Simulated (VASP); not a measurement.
Consider the following.

```
CELL_PARAMETERS angstrom
      0.00000     3.24471     3.24471
      3.24471     0.00000     3.24471
      3.24471     3.24471     0.00000
ATOMIC_POSITIONS crystal
  Ta 0.00000 0.00000 0.00000
  Si 0.25000 0.25000 0.25000
```

Method: PBE GGA, VASP's PBE PAW potentials (set 64) (plane waves; VASP). Numerical set-up: 400 eV cut-off, 9×9×9 Γ-centred mesh, first-order Methfessel-Paxton smearing of 0.10 eV, potentials Ta_pv Si.

Energy and stress use the plane-wave basis of the starting cell.

Task: The ions, cell shape and volume are relaxed. What does this cell relax into?

Result: 
```
CELL_PARAMETERS angstrom
      0.00000     2.88447     2.88447
      2.88447     0.00000     2.88447
      2.88447     2.88447     0.00000
ATOMIC_POSITIONS crystal
  Ta 0.00000 0.00000 0.00000
  Si 0.25000 0.25000 0.25000
```
Space group F-43m (216), at a tolerance of 0.03 Å.

Task: How do energy and volume change from the first to the last step?

Result: The energy (σ→0) changes by -691.3 meV/atom and the volume by -29.7 %, in 6 ionic steps.

| step | E(σ→0) (eV) | max force (eV/Å) | pressure (GPa) | volume (Å³) |
|---|---|---|---|---|
| 1 | -13.8047 | 0.000 | -16.08 | 68.32 |
| 2 | -14.6250 | 0.000 | 25.27 | 39.72 |
| 3 | -15.1869 | 0.000 | -0.50 | 48.26 |
| 4 | -15.1872 | 0.000 | 0.20 | 47.90 |
| 5 | -15.1872 | 0.000 | -0.16 | 48.09 |
| 6 | -15.1873 | 0.000 | 0.00 | 48.00 |

The structure was generated: TaSi was put into the zinc blende type (F-43m), which need not be its known phase. This run relaxes it. Symmetry was kept, so distortions that lower it aren't found. The electron count is odd and the run is not spin-polarised, which forces a metal.
